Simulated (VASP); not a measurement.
Input:

```
CELL_PARAMETERS angstrom
      2.07500    -3.59401     0.00000
      2.07500     3.59401     0.00000
      0.00000     0.00000     6.86000
ATOMIC_POSITIONS crystal
  Mg 0.00000 0.00000 0.00000
  I  0.33333 0.66667 0.24200
  I  0.66667 0.33333 0.75800
```

All values below come from PBE GGA, VASP's PBE PAW potentials (set 64) (plane waves; VASP). Settings: PREC = Normal, 400 eV cut-off, 6×6×3 Γ-centred mesh, Gaussian smearing of 0.050 eV, potentials Mg I.

**Question.** Give the force on each atom (eV/Å).

**Answer.** 
| atom | Fx | Fy | Fz |
|---|---|---|---|
| Mg1 | 0.000 | 0.000 | 0.000 |
| I2 | 0.000 | 0.000 | 0.051 |
| I3 | 0.000 | 0.000 | -0.051 |

**Question.** Give the stress tensor in GPa (positive for a compressed cell).

**Answer.** 
```
1.22  0.00  0.00
0.00  1.22  0.00
0.00  0.00  1.50
```
The pressure is its mean diagonal, 1.31 GPa.

The compound is MgI2 in the 1T layered structure. The cell was not relaxed at this level. The run is one of a series of settings (PREC = Normal against the base run), some of them coarse on purpose.
